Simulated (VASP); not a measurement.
A run of VASP 6.6.1 is set up as follows.

POSCAR

```
GdN
1.0
    0.0000000000      2.4990000000      2.4990000000
    2.4990000000      0.0000000000      2.4990000000
    2.4990000000      2.4990000000      0.0000000000
Gd N
1 1
Direct
    0.0000000000      0.0000000000      0.0000000000
    0.5000000000      0.5000000000      0.5000000000
```

INCAR.step1

```
SYSTEM = GdN
PREC     = Accurate       ! precision mode
ENCUT    = 520            ! plane-wave cutoff, eV
EDIFF    = 1E-6           ! SCF threshold, eV
ISMEAR   = -1             ! smearing method
SIGMA    = 0.05           ! smearing width, eV
LREAL    = .False.        ! projectors in reciprocal space
LASPH    = .True.         ! aspherical terms in the spheres
NELM     = 100            ! most SCF steps
ALGO     = Normal         ! electronic algorithm
ISIF     = 2              ! what is computed and relaxed
LWAVE    = .False.        ! write WAVECAR
LCHARG   = .True.         ! write CHGCAR
ISPIN    = 2              ! spin polarisation
MAGMOM   = 7 0            ! initial moments
LORBIT   = 11             ! projections on sites
LMAXMIX  = 6              ! l up to which the mixer works
LDAU     = .True.         ! DFT+U
LDAUTYPE = 2            
LDAUL    = 3 -1           ! shell
LDAUU    = 6 0            ! U, eV
LDAUJ    = 0 0          
LDAUPRINT= 1            
GGA      = PS             ! functional
```

Contents of KPOINTS.step1:

```
regular mesh
0
Gamma
  8 8 8
  0 0 0
```

INCAR.step2

```
SYSTEM = GdN
PREC     = Accurate       ! precision mode
ENCUT    = 520            ! plane-wave cutoff, eV
EDIFF    = 1E-6           ! SCF threshold, eV
ISMEAR   = 0              ! smearing method
SIGMA    = 0.05           ! smearing width, eV
LREAL    = .False.        ! projectors in reciprocal space
LASPH    = .True.         ! aspherical terms in the spheres
NELM     = 100            ! most SCF steps
ALGO     = Normal         ! electronic algorithm
ISIF     = 2              ! what is computed and relaxed
LWAVE    = .False.        ! write WAVECAR
LCHARG   = .False.        ! write CHGCAR
ISPIN    = 2              ! spin polarisation
MAGMOM   = 7 0            ! initial moments
LORBIT   = 11             ! projections on sites
LMAXMIX  = 6              ! l up to which the mixer works
LDAU     = .True.         ! DFT+U
LDAUTYPE = 2            
LDAUL    = 3 -1           ! shell
LDAUU    = 6 0            ! U, eV
LDAUJ    = 0 0          
LDAUPRINT= 1            
GGA      = PS             ! functional
ICHARG   = 11             ! starting density
```

File KPOINTS.step2:

```
path GXWKGLUWLK,UX
10
line-mode
reciprocal
 0.0000000000  0.0000000000  0.0000000000  G
 0.5000000000  0.0000000000  0.5000000000  X

 0.5000000000  0.0000000000  0.5000000000  X
 0.5000000000  0.2500000000  0.7500000000  W

 0.5000000000  0.2500000000  0.7500000000  W
 0.3750000000  0.3750000000  0.7500000000  K

 0.3750000000  0.3750000000  0.7500000000  K
 0.0000000000  0.0000000000  0.0000000000  G

 0.0000000000  0.0000000000  0.0000000000  G
 0.5000000000  0.5000000000  0.5000000000  L

 0.5000000000  0.5000000000  0.5000000000  L
 0.6250000000  0.2500000000  0.6250000000  U

 0.6250000000  0.2500000000  0.6250000000  U
 0.5000000000  0.2500000000  0.7500000000  W

 0.5000000000  0.2500000000  0.7500000000  W
 0.5000000000  0.5000000000  0.5000000000  L

 0.5000000000  0.5000000000  0.5000000000  L
 0.3750000000  0.3750000000  0.7500000000  K

 0.6250000000  0.2500000000  0.6250000000  U
 0.5000000000  0.0000000000  0.5000000000  X
```

Potentials or basis: VASP PAW PBE potentials, release 64 (Gd, N).

Launch:

```bash
$ cat potpaw_PBE.64/Gd/POTCAR potpaw_PBE.64/N/POTCAR > POTCAR
$ cp INCAR.step1 INCAR
$ cp KPOINTS.step1 KPOINTS
$ mpirun -np 1 vasp_std > vasp.out
$ cp INCAR.step2 INCAR
$ cp KPOINTS.step2 KPOINTS
$ mpirun -np 1 vasp_std > vasp.out
```

Question: Predict the band gap along the path.

Answer: None (metal or under the smearing width).

Question: What does it give for the net moment?

Answer: 7.00 μB per cell.

Levels at the corners of the path, in eV from the Fermi level:
Spin up:
```
point  band 12  band 13  band 14  band 15  band 16  band 17  band 18  band 19
    Γ    -5.92     0.27     0.27     0.27     2.63     2.63     2.63     3.33
    X    -5.96    -1.24    -0.32    -0.12    -0.12     6.61     6.66     7.71
    X    -5.96    -1.24    -0.32    -0.12    -0.12     6.61     6.66     7.71
    W    -5.93    -2.10    -1.42    -1.42     3.65     3.65     6.91     7.74
    W    -5.93    -2.10    -1.42    -1.42     3.65     3.65     6.91     7.76
    K    -5.96    -2.17    -1.40    -1.21     2.09     5.90     6.76     7.36
    K    -5.96    -2.17    -1.40    -1.21     2.09     5.90     6.76     7.37
    Γ    -5.92     0.27     0.27     0.27     2.63     2.63     2.63     3.32
    Γ    -5.92     0.27     0.27     0.27     2.63     2.63     2.63     3.33
    L    -5.88    -4.18    -2.34    -2.34     5.28     6.00     6.00     6.59
    L    -5.88    -4.18    -2.34    -2.34     5.28     6.00     6.00     6.59
    U    -5.96    -2.17    -1.40    -1.21     2.09     5.90     6.76     7.35
    U    -5.96    -2.17    -1.40    -1.21     2.09     5.90     6.76     7.38
    W    -5.93    -2.10    -1.42    -1.42     3.65     3.65     6.91     7.73
    W    -5.93    -2.10    -1.42    -1.42     3.65     3.65     6.91     7.86
    L    -5.88    -4.18    -2.34    -2.34     5.28     6.00     6.00     6.59
    L    -5.88    -4.18    -2.34    -2.34     5.28     6.00     6.00     6.59
    K    -5.96    -2.17    -1.40    -1.21     2.09     5.90     6.76     7.36
    U    -5.96    -2.17    -1.40    -1.21     2.09     5.90     6.76     7.39
    X    -5.96    -1.24    -0.32    -0.12    -0.12     6.61     6.66     7.71
```
Spin down:
```csv
point,band 5,band 6,band 7,band 8,band 9,band 10,band 11,band 12
Γ,-12.76,-0.31,-0.31,-0.31,3.43,3.43,3.43,3.80
X,-12.46,-0.94,-0.39,-0.39,0.31,5.00,5.04,5.15
X,-12.46,-0.94,-0.39,-0.39,0.31,5.00,5.04,5.15
W,-11.83,-2.18,-1.14,-1.14,3.60,3.60,5.09,5.09
W,-11.83,-2.18,-1.14,-1.14,3.60,3.60,5.09,5.09
K,-11.88,-2.02,-1.27,-1.11,2.33,4.77,4.96,5.12
K,-11.88,-2.02,-1.27,-1.11,2.33,4.77,4.96,5.12
Γ,-12.76,-0.31,-0.31,-0.31,3.43,3.43,3.43,3.80
Γ,-12.76,-0.31,-0.31,-0.31,3.43,3.43,3.43,3.80
L,-10.81,-3.93,-2.25,-2.25,4.54,4.94,4.94,5.25
L,-10.81,-3.93,-2.25,-2.25,4.54,4.94,4.94,5.25
U,-11.88,-2.02,-1.27,-1.11,2.33,4.77,4.96,5.12
U,-11.88,-2.02,-1.27,-1.11,2.33,4.77,4.96,5.12
W,-11.83,-2.18,-1.14,-1.14,3.60,3.60,5.09,5.09
W,-11.83,-2.18,-1.14,-1.14,3.60,3.60,5.09,5.09
L,-10.81,-3.93,-2.25,-2.25,4.54,4.94,4.94,5.25
L,-10.81,-3.93,-2.25,-2.25,4.54,4.94,4.94,5.25
K,-11.88,-2.02,-1.27,-1.11,2.33,4.77,4.96,5.12
U,-11.88,-2.02,-1.27,-1.11,2.33,4.77,4.96,5.12
X,-12.46,-0.94,-0.39,-0.39,0.31,5.00,5.04,5.15
```

Caveat: the log is that of the step along the path at fixed density, whose energy, stress, charges and moments have no meaning; spin-orbit coupling is left out, which moves the levels of the heavy elements; a cell with one magnetic atom can't hold antiferromagnetic order, which such compounds often take. The state reached can hang on the start; a lower one may exist.
